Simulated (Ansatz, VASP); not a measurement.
**CaY3N3O in two plane-wave programs**

Aim: how closely do two programs agree when they are given the same cell, functional and k mesh? The cell is generated by rule, not measured, and may not be a known phase. Of the first pair: The cell is taken from a series of runs on this material, whose earlier steps may have relaxed, scaled, displaced or heated it; both programs get it as it stands.

Main program and level: Ansatz 0.2.0; plane waves, with VASP 6.6.1 beside it; relaxation of cell and atoms at PBEsol.

## (1) Starting point

The structure is tetragonal, space group P4/mmm (No. 123). Conventional cell: a = 3.421 Å, b = 3.421 Å, c = 9.686 Å, α = 90.00°, β = 90.00°, γ = 90.00°. Nearest to Ca lie 4 O at 2.42 Å and 2 N at 2.44 Å. Nearest to N lie 5 Y at 2.40 to 2.42 Å and 1 Ca at 2.44 Å. Nearest to N lie 6 Y at 2.42 Å. Nearest to O lie 4 Ca at 2.42 Å and 2 Y at 2.42 Å. Nearest to Y lie 5 N at 2.42 Å and 1 O at 2.42 Å. Nearest to Y lie 6 N at 2.40 to 2.42 Å. Farther neighbours and most contacts between anions are not listed.

As a file:

```cif
data_structure
_symmetry_space_group_name_H-M 'P 1'
_symmetry_Int_Tables_number 1
_cell_length_a 3.4207
_cell_length_b 3.4207
_cell_length_c 9.6856
_cell_angle_alpha 90.000
_cell_angle_beta 90.000
_cell_angle_gamma 90.000
_cell_volume 113.33
loop_
_atom_site_label
_atom_site_type_symbol
_atom_site_fract_x
_atom_site_fract_y
_atom_site_fract_z
_atom_site_occupancy
Ca1 Ca 0.00000 0.00000 0.00000 1
N2 N 0.00000 0.00000 0.25204 1
N3 N 0.50000 0.50000 0.50000 1
N4 N 0.00000 0.00000 0.74796 1
O5 O 0.50000 0.50000 0.00000 1
Y6 Y 0.50000 0.50000 0.24983 1
Y7 Y 0.00000 0.00000 0.50000 1
Y8 Y 0.50000 0.50000 0.75017 1
```

## (2) VASP: relaxation of cell and atoms, PBEsol, pair 1

The relaxed volume is the usual yardstick between codes: in a stiff, nearly cubic crystal its relative difference is about their pressure difference at one cell divided by the bulk modulus.

Lines of VASP's logs that name or quote its potential files are left out, and so is its time.

Contents of INCAR:

```
SYSTEM = CaY3N3O
PREC = Accurate
ENCUT = 600
EDIFF = 1E-07
NELM = 120
ISMEAR = 0
SIGMA = 0.01
LREAL = .FALSE.
ALGO = Normal
GGA = PS
NBANDS = 40
LASPH = .TRUE.
LORBIT = 11
LWAVE = .FALSE.
LCHARG = .FALSE.
ISIF = 3
IBRION = 2
NSW = 80
EDIFFG = -0.005
GGA_COMPAT = .FALSE.
NELMIN = 4
EFERMI = MIDGAP
KPAR = 2
```

Contents of POSCAR:

```
CaY3N3O
1.0
    2.4188030000      2.4188030000      0.0000000000
   -2.4188030000      2.4188030000      0.0000000000
    0.0000000000      0.0000000000      9.6856020000
Ca N O Y
1 3 1 3
Direct
    0.0000000000      0.0000000000      0.0000000000
    0.0000000000      0.0000000000      0.2520368894
    0.5000000000      0.5000000000      0.5000000000
    0.0000000000      0.0000000000      0.7479631106
    0.5000000000      0.5000000000      0.0000000000
    0.5000000000      0.5000000000      0.2498251528
    0.0000000000      0.0000000000      0.5000000000
    0.5000000000      0.5000000000      0.7501748472
```

Contents of KPOINTS:

```
Automatic mesh
0
Gamma
12 12 4
0 0 0
```

The projector-augmented-wave data sets are Ca_sv, N, O and Y_sv (PBE family, release 64).

Run with:

```console
$ mpirun -np 2 vasp_std
```

Numbers of over 12 decimals in the logs are rounded to 6 here.

Log:

```text
[banner, memory and clock lines left out]
running    2 mpi-ranks, on    1 nodes
 distrk:  each k-point on    1 cores,    2 groups
 distr:  one band on    1 cores,    1 groups

 POSCAR found type information on POSCAR CaN O Y
 POSCAR found :  4 types and       8 ions
|                                                                             |
|               ----> ADVICE to this user running VASP <----                  |
|                                                                             |
|     You enforced a specific xc type in the INCAR file but a different       |
|     [... a line on the potential file left out ...]
|     I HOPE YOU KNOW WHAT YOU ARE DOING!                                     |
|                                                                             |

 LDA part: xc-table for (Slater+PW92), standard interpolation
 POSCAR, INCAR and KPOINTS ok, starting setup
 FFT: planning ... GRIDC
 FFT: planning ... GRID_SOFT
 FFT: planning ... GRID
 WAVECAR not read
 entering main loop
       N       E                     dE             d eps       ncg     rms          rms(c)
DAV:   1     0.516930281568E+03    0.51693E+03   -0.35908E+04  6720   0.181E+03
DAV:   2    -0.358573692726E+02   -0.55279E+03   -0.52964E+03  8184   0.446E+02
DAV:   3    -0.796984053184E+02   -0.43841E+02   -0.43385E+02  9392   0.110E+02
DAV:   4    -0.824616612280E+02   -0.27633E+01   -0.27594E+01 10488   0.229E+01
DAV:   5    -0.825437037634E+02   -0.82043E-01   -0.82025E-01  8888   0.405E+00    0.577E+01
DAV:   6    -0.708667438159E+02    0.11677E+02   -0.72719E+01  9096   0.360E+01    0.614E+01
DAV:   7    -0.709633267761E+02   -0.96583E-01   -0.78472E+00  9192   0.116E+01    0.501E+01
DAV:   8    -0.709904549655E+02   -0.27128E-01   -0.58443E+00  8168   0.107E+01    0.930E+00
DAV:   9    -0.706145823923E+02    0.37587E+00   -0.16203E+00  8320   0.529E+00    0.205E+00
DAV:  10    -0.706214800682E+02   -0.68977E-02   -0.11320E-01  9448   0.147E+00    0.113E+00
DAV:  11    -0.706202771667E+02    0.12029E-02   -0.91055E-03  9232   0.564E-01    0.209E-01
DAV:  12    -0.706201297184E+02    0.14745E-03   -0.23482E-03  9296   0.215E-01    0.146E-01
DAV:  13    -0.706201427410E+02   -0.13023E-04   -0.20646E-04  8400   0.843E-02    0.799E-02
DAV:  14    -0.706201456546E+02   -0.29136E-05   -0.34402E-05  9088   0.368E-02    0.244E-02
DAV:  15    -0.706201465317E+02   -0.87716E-06   -0.43965E-06  9464   0.110E-02    0.172E-02
DAV:  16    -0.706201472670E+02   -0.73523E-06   -0.22314E-06  8408   0.950E-03    0.329E-03
DAV:  17    -0.706201474636E+02   -0.19668E-06   -0.69780E-07  7568   0.387E-03    0.162E-03
DAV:  18    -0.706201474710E+02   -0.73987E-08   -0.72812E-08  5328   0.165E-03
   1 F= -.70620147E+02 E0= -.70620147E+02  d E =-.706201E+02
[...]
2 F= -.70620183E+02 E0= -.70620183E+02  d E =-.354736E-04
[...]
3 F= -.70620184E+02 E0= -.70620184E+02  d E =-.365359E-04
[...]
4 F= -.70620214E+02 E0= -.70620214E+02  d E =-.299815E-04
 trial-energy change:   -0.000030  1 .order   -0.000030   -0.000042   -0.000018
 step:   1.6720(harm=  1.6720)  dis= 0.00169  next Energy=   -70.620220 (dE=-0.363E-04)
 bond charge predicted
       N       E                     dE             d eps       ncg     rms          rms(c)
DAV:   1    -0.706202251989E+02   -0.11178E-04   -0.52161E-03  6864   0.370E-01    0.371E-02
DAV:   2    -0.706202263812E+02   -0.11823E-05   -0.14986E-04  8488   0.605E-02    0.261E-02
DAV:   3    -0.706202220355E+02    0.43456E-05   -0.10354E-05  8896   0.202E-02    0.136E-02
DAV:   4    -0.706202211374E+02    0.89817E-06   -0.91354E-06 10440   0.144E-02    0.968E-03
DAV:   5    -0.706202208269E+02    0.31044E-06   -0.12643E-06  8680   0.630E-03    0.327E-03
DAV:   6    -0.706202205594E+02    0.26754E-06   -0.16320E-07  6512   0.201E-03    0.563E-04
DAV:   7    -0.706202205341E+02    0.25282E-07   -0.52723E-08  5048   0.112E-03
   5 F= -.70620221E+02 E0= -.70620221E+02  d E =-.365272E-04
 curvature:  -1.25 expect dE=-0.444E-05 dE for cont linesearch -0.156E-08
 trial: gam= 0.10372 g(F)=  0.267E-05 g(S)=  0.890E-06 ort = 0.284E-06 (trialstep = 0.112E+01)
 search vector abs. value=  0.431E-05
 reached required accuracy - stopping structural energy minimisation
```

From OUTCAR (step 2):

```text
ion  position               nearest neighbor table
   1  0.000  0.000  0.000-   5 2.42   5 2.42   5 2.42   5 2.42   2 2.44   4 2.44   6 3.42   8 3.42
                             8 3.42   6 3.42   8 3.42   6 3.42   6 3.42   8 3.42
   2  0.000  0.000  0.252-   7 2.40   6 2.42   6 2.42   6 2.42   6 2.42   1 2.44
   3  0.500  0.500  0.500-   7 2.42   7 2.42   7 2.42   7 2.42   8 2.42   6 2.42
   4  0.000  0.000  0.748-   7 2.40   8 2.42   8 2.42   8 2.42   8 2.42   1 2.44
   5  0.500  0.500  0.000-   1 2.42   1 2.42   1 2.42   1 2.42   8 2.42   6 2.42
   6  0.500  0.500  0.250-   2 2.42   2 2.42   2 2.42   2 2.42   5 2.42   3 2.42   1 3.42   1 3.42
                             1 3.42   1 3.42   7 3.42   7 3.42   7 3.42   7 3.42
   7  0.000  0.000  0.500-   2 2.40   4 2.40   3 2.42   3 2.42   3 2.42   3 2.42   6 3.42   8 3.42
                             8 3.42   6 3.42   8 3.42   6 3.42   6 3.42   8 3.42
   8  0.500  0.500  0.750-   4 2.42   4 2.42   4 2.42   4 2.42   5 2.42   3 2.42   1 3.42   1 3.42
                             1 3.42   1 3.42   7 3.42   7 3.42   7 3.42   7 3.42

  LATTYP: Found a simple tetragonal cell.
 ALAT       =     3.4207040073
 C/A-ratio  =     2.8314645112

 Subroutine GETGRP returns: Found 16 space group operations
 (whereof 16 operations were pure point group operations)

The static configuration has the point symmetry D_4h.

 Found     84 irreducible k-points:

   k-points           NKPTS =     84   k-points in BZ     NKDIM =     84   number of bands    NBANDS=     40

   dimension x,y,z NGX =    28 NGY =   28 NGZ =   80
   dimension x,y,z NGXF=    56 NGYF=   56 NGZF=  160

   ENCUT  =  600.0 eV  44.10 Ry    6.64 a.u.   6.83  6.83 19.34*2*pi/ulx,y,z

   NELECT =      64.0000    total number of electrons

 k-points in reciprocal lattice and weights: Automatic mesh
   0.00000000  0.00000000  0.00000000       0.002
   0.08333333  0.00000000  0.00000000       0.007
   0.16666667  0.00000000  0.00000000       0.007
   0.25000000  0.00000000  0.00000000       0.007
   0.33333333  0.00000000  0.00000000       0.007
   0.41666667  0.00000000  0.00000000       0.007
   0.50000000  0.00000000  0.00000000       0.003
   0.08333333  0.08333333  0.00000000       0.007
   0.16666667  0.08333333  0.00000000       0.014
[...]
0.50000000  0.41666667  0.50000000       0.007
   0.50000000  0.50000000  0.50000000       0.002

 average (electrostatic) potential at core
       1 -43.4074       2 -62.5607       3 -62.5704       4 -62.5607       5 -70.4028
       6 -34.3650       7 -34.0191       8 -34.3650

 E-fermi :   4.2545

 k-point     1 :       0.0000    0.0000    0.0000
  band No.  band energies     occupation
    ...
     28       3.7579      2.00000
     29       3.7579      2.00000
     30       3.7906      2.00000
     31       4.1124      2.00000
     32       4.1124      2.00000
     33       4.3966      0.00000
     34       5.3318      0.00000
     35       6.1130      0.00000
     36       7.5491      0.00000
     37       7.5491      0.00000
    ...

 k-point     2 :       0.0833    0.0000    0.0000
  band No.  band energies     occupation
    ...
     28       3.5711      2.00000
     29       3.5992      2.00000
     30       3.7269      2.00000
     31       3.7449      2.00000
     32       3.9012      2.00000
     33       4.8749      0.00000
     34       5.6743      0.00000
     35       6.3665      0.00000
     36       7.5281      0.00000
     37       7.6089      0.00000
    ...

 k-point     3 :       0.1667    0.0000    0.0000
  band No.  band energies     occupation
    ...
     28       2.9643      2.00000
     29       3.1459      2.00000
     30       3.2072      2.00000
     31       3.4135      2.00000
     32       3.5494      2.00000
     33       5.6732      0.00000
     34       6.3968      0.00000
     35       6.9585      0.00000
     36       7.5192      0.00000
     37       7.7903      0.00000
    ...

  Total        0.0008233      0.0008233     -0.0120933      0.0000000     -0.0000000      0.0000000
  in kB        0.0116411      0.0116411     -0.1710036      0.0000000     -0.0000000      0.0000000
  external PRESSURE =      -0.0492405 kB  Pullay stress =       0.0000000 kB

  energy-cutoff  :      600.00
  volume of cell :      113.30
      direct lattice vectors                 reciprocal lattice vectors
     2.418321113  2.418321113 -0.000000000     0.206755008  0.206755008  0.000000000
    -2.418321113  2.418321113  0.000000000    -0.206755008  0.206755008 -0.000000000
    -0.000000000 -0.000000000  9.687029301     0.000000000  0.000000000  0.103230822

 POSITION                                       TOTAL-FORCE (eV/Angst)
 -----------------------------------------------------------------------------------
     -0.00000     -0.00000      9.68703         0.000000     -0.000000      0.000000
     -0.00000     -0.00000      2.44401         0.000000      0.000000     -0.001977
     -0.00000      2.41832      4.84351         0.000000      0.000000      0.000000
     -0.00000     -0.00000      7.24302        -0.000000     -0.000000      0.001977
      0.00000      2.41832     -0.00000        -0.000000      0.000000      0.000000
     -0.00000      2.41832      2.42156        -0.000000     -0.000000      0.004872
     -0.00000     -0.00000      4.84351         0.000000      0.000000      0.000000
     -0.00000      2.41832      7.26547         0.000000      0.000000     -0.004872
 -----------------------------------------------------------------------------------
    total drift:                               -0.000000      0.000000      0.000000

  FREE ENERGIE OF THE ION-ELECTRON SYSTEM (eV)
  ---------------------------------------------------
  free  energy   TOTEN  =       -70.6202205341 eV

  energy  without entropy=      -70.6202205341  energy(sigma->0) =      -70.62022053

 reached required accuracy - stopping structural energy minimisation

 total charge
# of ion       s       p       d       f       tot
--------------------------------------------------
    1        2.045   5.883   0.326   0.000   8.254
    2        1.237   2.400   0.000   0.000   3.636
    3        1.236   2.407   0.000   0.000   3.643
    4        1.237   2.400   0.000   0.000   3.636
    5        1.543   3.431   0.000   0.000   4.974
    6        2.199   6.550   1.085   0.101   9.935
    7        2.203   6.591   1.128   0.105  10.028
    8        2.199   6.550   1.085   0.101   9.935
--------------------------------------------------
tot         13.897  36.210   3.625   0.308  54.040

[... 3 further parts left out ...]
```

CONTCAR:

```
CaY3N3O
   1.00000000000000
     2.4183211133228970    2.4183211133228970   -0.0000000000000000
    -2.4183211133228970    2.4183211133228970    0.0000000000000000
    -0.0000000000000000   -0.0000000000000000    9.6870293007361425
  Ca              N               O               Y
     1     3     1     3
Direct
     0.0000000000000000    0.0000000000000000    1.0000000000000000
     0.0000000000000000    0.0000000000000000    0.2522966977287321
     0.5000000000000000    0.5000000000000000    0.5000000000000000
     0.0000000000000000    0.0000000000000000    0.7477033022712679
     0.5000000000000000    0.5000000000000000    0.0000000000000000
     0.5000000000000000    0.5000000000000000    0.2499795484041126
     0.0000000000000000    0.0000000000000000    0.5000000000000000
     0.5000000000000000    0.5000000000000000    0.7500204515958873
```

The PAW data sets were made with PBE, which is usual practice but a small mismatch for other functionals. The run keeps the 16 symmetry operations of its start, so it cannot find a distortion of lower symmetry.

[end of part 1 of 2]

[Lines on the potential files, build, host, timing and source positions are cut from VASP's logs without a mark.]

[Logs are printed without paths, hosts, clocks, repeated set-up lines and the standing remarks that a program may print on its own settings, such as how far it seeks lower states.]

[Hosts, paths, dates, database ids (printed as entryN), source tags and the programs' standing remarks are cut or masked in the printed files.]
